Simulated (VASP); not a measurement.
Energy against volume of GaP (zinc blende). Calculation: PBE GGA with D4 dispersion, VASP's PBE PAW potentials (set 64) (plane waves; VASP). Settings: 520 eV cut-off, 8×8×8 Γ-centred mesh, Gaussian smearing of 0.050 eV, potentials Ga_d P.

```
V (Å³/atom)  E (eV/atom)
-----------  -----------
18.840          -4.95011
19.441          -4.96660
20.042          -4.97170
20.644          -4.96716
```

Question: Fit these four points and predict the energy of the run at 21.245 Å³/atom.

Answer: A cubic in V^(−2/3), the third-order Birch-Murnaghan form, passes through the four points with V0 = 20.04 Å³/atom and B0 = 85 GPa, and gives -4.9545 eV/atom there. The run gave -4.9545 eV/atom, +0.0 meV/atom from the fit; all five points give B0 = 85 GPa.

The compound is GaP in the zinc blende structure. It was relaxed first.
